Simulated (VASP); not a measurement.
```xyz
3
Lattice="0.0000 3.4601 3.4601 3.4601 0.0000 3.4601 3.4601 3.4601 0.0000" Properties=species:S:1:pos:R:3 pbc="T T T"
Sr     0.0000     0.0000     0.0000
Cl     1.7301     1.7301     1.7301
Cl     5.1902     5.1902     5.1902
```

Computed with PBEsol GGA, VASP's PBE PAW potentials (set 64) (plane waves; VASP). Numerical set-up: 400 eV cut-off, 6×6×6 Γ-centred mesh, Gaussian smearing of 0.010 eV, potentials Sr_sv Cl.

Q: Give the electronic dielectric tensor ε∞ (DFPT, local fields included).

A: 
```
3.02  0.00  0.00
0.00  3.02  0.00
0.00  0.00  3.02
```

Q: Give the Born effective charges.

A: 
```csv
atom,Z*xx,Z*yy,Z*zz,mean
Sr1,2.50,2.50,2.50,2.50
Cl2,-1.25,-1.25,-1.25,-1.25
Cl3,-1.25,-1.25,-1.25,-1.25
```

The compound is SrCl2 in the fluorite structure. It was relaxed first.
